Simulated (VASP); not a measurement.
Consider the following.

```
CoSi
1.0
    4.27568     0.00000     0.00000
    0.00000     4.27568     0.00000
    0.00000     0.00000     4.27568
Co Si
4 4
Direct
  0.85218   0.64782   0.35218
  0.35218   0.85218   0.64782
  0.14782   0.14782   0.14782
  0.64782   0.35218   0.85218
  0.15560   0.34440   0.65560
  0.65560   0.15560   0.34440
  0.84440   0.84440   0.84440
  0.34440   0.65560   0.15560
```

Method: PBE GGA, VASP's PBE PAW potentials (set 64) (plane waves; VASP). Run with 500 eV cut-off, 7×7×7 Γ-centred mesh, first-order Methfessel-Paxton smearing of 0.10 eV, potentials Co Si.

Energy and stress use the plane-wave basis of the starting cell.

### Question
The ions, cell shape and volume at an external pressure of 45.0 GPa are relaxed. Give the cell that the relaxation ends in.

### Answer

```
CoSi
1.0
    4.21914     0.00000     0.00000
    0.00000     4.21914     0.00000
    0.00000     0.00000     4.21914
Co Si
4 4
Direct
  0.85159   0.64841   0.35159
  0.35159   0.85159   0.64841
  0.14841   0.14841   0.14841
  0.64841   0.35159   0.85159
  0.15530   0.34470   0.65530
  0.65530   0.15530   0.34470
  0.84470   0.84470   0.84470
  0.34470   0.65530   0.15530
```
Space group P2_13 (198), at a tolerance of 0.03 Å.

### Question
How do energy and volume change from the first to the last step?

### Answer
The energy (σ→0) changes by +89.2 meV/atom and the volume by -3.9 %, in 7 ionic steps.

```
step  E(σ→0) (eV)  max force (eV/Å)  pressure (GPa)  volume (Å³)
----  -----------  ----------------  --------------  -----------
1        -54.0042             0.007           30.01        78.17
2        -50.4141             0.290           93.19        68.27
3        -53.3359             0.071           44.47        75.27
4        -53.3118             0.073           44.90        75.18
5        -53.2952             0.075           45.24        75.13
6        -53.2919             0.025           45.28        75.11
7        -53.2904             0.007           45.32        75.11
```

The compound is CoSi in the B20 structure. This run relaxes it under an external pressure of 45 GPa. Symmetry was kept, so distortions that lower it aren't found. The run is not spin-polarised, so no magnetic state was tried.
